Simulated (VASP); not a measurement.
An input for Quantum ESPRESSO's pw.x (written as the equivalent of a VASP run, and not itself run):

```
&CONTROL
  calculation = 'vc-relax'
  pseudo_dir = './pseudo'
  outdir = './out'
  tprnfor = .true.
  tstress = .true.
  nstep = 60
  forc_conv_thr = 0.00039
/
&SYSTEM
  ibrav = 0
  nat = 2
  ntyp = 2
  ecutwfc = 70
  occupations = 'smearing'
  smearing = 'gaussian'
  degauss = 0.003675
  input_dft = 'pbesol'
/
&ELECTRONS
  conv_thr = 7.3e-08
  electron_maxstep = 100
/
&IONS
/
&CELL
/
ATOMIC_SPECIES
  Tl 204.380 Tl.upf
  I 126.904 I.upf
CELL_PARAMETERS angstrom
     4.1397580    0.0000000    0.0000000
     0.0000000    4.1397580    0.0000000
    -0.0000000   -0.0000000    4.1397580
ATOMIC_POSITIONS crystal
  Tl   0.0000000  0.0000000  0.0000000
  I    0.5000000  0.5000000  0.5000000
K_POINTS automatic
  6 6 6 0 0 0
```

Question: Translate this input to VASP (INCAR, KPOINTS, POSCAR, choice of POTCAR).

Answer: One answer among several that fit: 
**POSCAR**
```
TlI
1
    4.1397579696     0.0000000000     0.0000000000
    0.0000000000     4.1397579696     0.0000000000
   -0.0000000000    -0.0000000000     4.1397579696
Tl I
1 1
Direct
  0.0000000000   0.0000000000   0.0000000000
  0.5000000000   0.5000000000   0.5000000000
```

### KPOINTS
```
Regular mesh
0
G
6 6 6
```

INCAR:
```
ALGO = Normal
EDIFF = 1E-6
EDIFFG = -0.01
ENCUT = 400
GGA = PS
IBRION = 2
ISIF = 3
ISMEAR = 0
LASPH = .TRUE.
LCHARG = .FALSE.
LMAXMIX = 4
LREAL = .FALSE.
LWAVE = .FALSE.
NELM = 100
NSW = 60
PREC = Accurate
SIGMA = 0.05
SYSTEM = TlI
```

POTCAR, in this order: Tl_d I (PBE.64 set). Program: vasp_std.

What does not carry over: the potentials are each code's own (VASP's PAW set, PseudoDojo norm-conserving files in pw.x), so ENCUT and ecutwfc are chosen apart and not converted; conv_thr bounds pw.x's estimated SCF error, while EDIFF bounds the energy change between steps; forc_conv_thr acts on force components and is met together with etot_conv_thr.

The structure comes from a computed database's TlI entry (Pm-3m); how it stands against other phases isn't given here. This run relaxes it. Symmetry was kept, so distortions that lower it aren't found. The start is the result of an earlier pass.
